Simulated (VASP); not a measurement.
Level of theory: PBEsol GGA, VASP's PBE PAW potentials (set 64) (plane waves; VASP).

VASP input:

### INCAR
```
SYSTEM = Sr
PREC = Accurate; ENCUT = 520; LREAL = .FALSE.
LASPH = .TRUE.
EDIFF = 1E-6; NELM = 100; ALGO = Normal
LMAXMIX = 4
ISMEAR = 1; SIGMA = 0.1
GGA = PS
IBRION = 2; NSW = 60; ISIF = 3
EDIFFG = -0.01
LWAVE = .FALSE.; LCHARG = .FALSE.
```

**KPOINTS**
```
kpoints
0
G
  9 9 9
0 0 0
```

POSCAR:
```
Sr
1
    0.0000000000     3.0400000000     3.0400000000
    3.0400000000     0.0000000000     3.0400000000
    3.0400000000     3.0400000000     0.0000000000
Sr
1
Direct
  0.0000000000   0.0000000000   0.0000000000
```

POTCAR, in this order: Sr_sv (PBE.64 set). Program: vasp_std.

What will the output report for the number of irreducible k-points (NKPTS), largest plane-wave count, number of space-group operations, FFT grid (NGX, NGY, NGZ)?

```yaml
number of irreducible k-points (NKPTS): 35
largest_plane_wave_count: 1528
number_of_space_group_operations: 48
FFT grid (NGX, NGY, NGZ): 32 × 32 × 32
```

The compound is Sr in the fcc structure. This run relaxes it. Symmetry was kept, so distortions that lower it aren't found.
